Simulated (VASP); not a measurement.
Level of theory: PBE GGA, VASP's PBE PAW potentials (set 64) (plane waves; VASP).

VASP input:

POSCAR:
```
CoAl
1
    2.8600000000     0.0000000000     0.0000000000
    0.0000000000     2.8600000000     0.0000000000
    0.0000000000     0.0000000000     2.8600000000
Al Co
1 1
Direct
  0.5000000000   0.5000000000   0.5000000000
  0.0000000000   0.0000000000   0.0000000000
```

### KPOINTS
```
Automatic mesh
0
Gamma
11 11 11
0 0 0
```

**INCAR**
```
PREC=Accurate
LASPH=.TRUE.
GGA=PE   # PBE
ISIF=2   # forces and stress, cell fixed
LMAXMIX=4
ISMEAR=1   # Methfessel-Paxton
LWAVE=.FALSE.
LREAL=.FALSE.
LCHARG=.FALSE.
NELM=100   # most electronic steps
SIGMA=0.1   # width (eV)
ENCUT=600   # plane-wave cut-off (eV)
SYSTEM=CoAl
ALGO=Normal   # blocked Davidson
EDIFF=1E-6   # SCF stop (eV)
```

POTCAR, in this order: Al Co (PBE.64 set). Program: vasp_std.

Task: What will the output report for the number of irreducible k-points (NKPTS), number of bands (NBANDS), largest plane-wave count, number of space-group operations, FFT grid (NGX, NGY, NGZ)?

Result: 
The number of irreducible k-points (NKPTS) is 56, the number of bands (NBANDS) is 10 and the largest plane-wave count is 800. The number of space-group operations is 48 and the FFT grid (NGX, NGY, NGZ) is 24 × 24 × 24.

The compound is CoAl in the CsCl type structure. The cell was not relaxed at this level. The run is one of a series of settings (ENCUT = 600 against the base run), some of them coarse on purpose. The run is not spin-polarised, so no magnetic state was tried.
